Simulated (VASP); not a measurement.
```xyz
2
Lattice="0.0000 2.4204 2.4204 2.4204 0.0000 2.4204 2.4204 2.4204 0.0000" Properties=species:S:1:pos:R:3 pbc="T T T"
Fe     0.0000     0.0000     0.0000
Al     2.4204     2.4204     2.4204
```
Starting moments (μB, in the order of the record's atoms Fe Al): 2.0 0.0.

The numbers are results of PBEsol GGA, VASP's PBE PAW potentials (set 64) (plane waves; VASP 6.6.1), not measurements. Run with 400 eV cut-off, 15×15×15 Γ-centred mesh, tetrahedra with Blöchl corrections, potentials Fe Al.

Problem. The job: FeAl (relaxed from the rock salt structure, space group Fm-3m), 2 atoms, PBEsol, static run, 400 eV, 15×15×15 Γ-centred mesh. Roughly how much core time does it take on a busy server core?

Solution. About 30 core-seconds (one run on a shared machine, a rough figure). It had 120 irreducible k-points, 10 bands, up to 533 plane waves and 16 electronic steps.

The structure was generated: FeAl was put into the rock salt type (Fm-3m), which need not be its known phase. It was relaxed first, which changed the volume by -30 %.
